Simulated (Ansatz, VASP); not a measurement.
## Al15SbN16 (a cell with a defect): VASP beside Ansatz

```
Sb Al N
1.0
     6.22600    0.00000    0.00000
    -3.11300    5.39187    0.00000
     0.00000    0.00000    9.96200
Sb Al N
1 15 16
Direct
  0.16667 0.33333 0.00000
  0.16667 0.33333 0.50000
  0.16667 0.83333 0.00000
  0.16667 0.83333 0.50000
  0.66667 0.33333 0.00000
  0.66667 0.33333 0.50000
  0.66667 0.83333 0.00000
  0.66667 0.83333 0.50000
  0.33333 0.16667 0.25000
  0.33333 0.16667 0.75000
  0.33333 0.66667 0.25000
  0.33333 0.66667 0.75000
  0.83333 0.16667 0.25000
  0.83333 0.16667 0.75000
  0.83333 0.66667 0.25000
  0.83333 0.66667 0.75000
  0.16667 0.33333 0.19000
  0.16667 0.33333 0.69000
  0.16667 0.83333 0.19000
  0.16667 0.83333 0.69000
  0.66667 0.33333 0.19000
  0.66667 0.33333 0.69000
  0.66667 0.83333 0.19000
  0.66667 0.83333 0.69000
  0.33333 0.16667 0.44000
  0.33333 0.16667 0.94000
  0.33333 0.66667 0.44000
  0.33333 0.66667 0.94000
  0.83333 0.16667 0.44000
  0.83333 0.16667 0.94000
  0.83333 0.66667 0.44000
  0.83333 0.66667 0.94000
```

Alike in both runs: task electric field gradients; functional PBE; k mesh 4 × 4 × 2; occupations fermi-dirac, width 0.01 eV; no spin polarisation.

|  | VASP | Ansatz |
| --- | --- | --- |
| version | VASP 6.6.1 | Ansatz 0.2.0 |
| potentials or method | VASP PAW PBE potentials, release 64 (Sb, Al, N) | plane-wave PAW, scalar-relativistic |
| plane-wave cutoff (eV) | 520 | 420 |
| valence electrons in the cell | 130 | 140 |

VASP gave:

| Item | Value |
| --- | --- |
| pressure (GPa) | 14.5 |
| largest component of the traceless stress (GPa) | 1.94 |
| rms of the force components (eV/Å) | 1.113 |
| Vzz of the field gradient on the site that differs most (V/Å²) | 45.7 |

**Question.** Estimate Ansatz's values.

**Answer.** Pressure (GPa): 14.4; largest component of the traceless stress (GPa): 1.88; rms of the force components (eV/Å): 1.056; Vzz of the field gradient on the site that differs most (V/Å²): 48.1.

Atom by atom the forces differ by 0.059 eV/Å (rms over components). The two sets of potentials don't hold the same shells in valence. Ansatz warned: «gradients_without_spin_orbit».

Spin-orbit coupling is left out, which matters for the levels of Sb.
